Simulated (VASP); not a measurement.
An input for Ansatz (written as the equivalent of a VASP run, and not itself run):

Ansatz 0.2 input:
```yaml
crystal:
  lattice:
    - [1.8306600, -3.1707961, 0.0000000]
    - [1.8306600, 3.1707961, 0.0000000]
    - [0.0000000, 0.0000000, 5.1465617]
  atoms:
    - { symbol: Se, position: [0.0000000, 0.2808721, 0.6666670] }
    - { symbol: Se, position: [0.7191279, 0.7191279, 0.0000000] }
    - { symbol: Se, position: [0.2808721, 0.0000000, 0.3333330] }
kpoints:
  mp_grid: { grid: [7, 7, 5] }
hamiltonian:
  xc: pbesol
  pseudopotentials: { kind: paw }
scf:
  occupations: { method: gaussian, width: 0.05 }
  max_iter: 100
relax:
  max_steps: 40
  f_tol: 0.02
  cell: { p_target: 20 }
output: { forces: true, stress: true, eigenvalues: true }
```

### Question
Translate this input to VASP (INCAR, KPOINTS, POSCAR, choice of POTCAR).

### Answer
Several could match; the one computed here: 
KPOINTS:
```
Regular mesh
0
gamma
 7 7 5
```

**POSCAR**
```
Se
1.0
  1.8306600210  -3.1707961408   0.0000000000
  1.8306600210   3.1707961408   0.0000000000
  0.0000000000   0.0000000000   5.1465617495
Se
3
Cartesian
  0.5141814129   0.8905883239   3.4310428819
  2.6329572162   0.0000000000   0.0000000000
  0.5141814129  -0.8905883239   1.7155188676
```

**INCAR**
```
SYSTEM = Se
PREC = Accurate
ENCUT = 500
EDIFF = 1E-6
NELM = 100
ALGO = Normal
LREAL = .FALSE.
LASPH = .TRUE.
ISMEAR = 0
SIGMA = 0.05
GGA = PS
LMAXMIX = 4
LWAVE = .FALSE.
LCHARG = .FALSE.
IBRION = 2
ISIF = 3
NSW = 40
EDIFFG = -0.02
PSTRESS = 200
```

POTCAR, in this order: Se (PBE.64 set). Program: vasp_std.

Limits of the translation: each code has its own PAW files, so the cut-off isn't converted (ENCUT is set for VASP's; basis.ecutwfc is left out, and Ansatz then takes the one that its files recommend); Ansatz stops its SCF on the density residual and VASP on the energy change (EDIFF).

The compound is Se in the trig structure. This run relaxes it under an external pressure of 20 GPa. Symmetry was kept, so distortions that lower it aren't found.
